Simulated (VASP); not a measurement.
A convergence study with VASP on KBr (rock salt): one setting is varied, all else stays as given below, so the limit is that of these other settings.

```
KBr
1.0
    0.00000     3.30000     3.30000
    3.30000     0.00000     3.30000
    3.30000     3.30000     0.00000
K Br
1 1
Direct
  0.00000   0.00000   0.00000
  0.50000   0.50000   0.50000
```

Level of theory: PBE GGA, VASP's PBE PAW potentials (set 64) (plane waves; VASP). The tightest run used: 600 eV cut-off, 6×6×6 Γ-centred mesh, Gaussian smearing of 0.010 eV, potentials K_sv Br.

| setting | highest Γ mode (cm⁻¹) | plane waves |
|---|---|---|
| ENCUT = 200 | 110.5 | 475 |
| ENCUT = 300 | 113.7 | 869 |
| ENCUT = 400 | 113.9 | 1315 |

Q: These are the cheaper rows. Estimate the results at ENCUT = 600, and how far the last row shown lies from them.

A: 
| quantity | tightest run | last row shown is off by |
|---|---|---|
| highest Γ mode (cm⁻¹) | 113.5 | 0.4 |

Left out are rungs that failed or repeat a setting and relaxations that didn't move; long series are thinned to 24 rows.

The compound is KBr in the rock salt structure. The cell was not relaxed at this level.
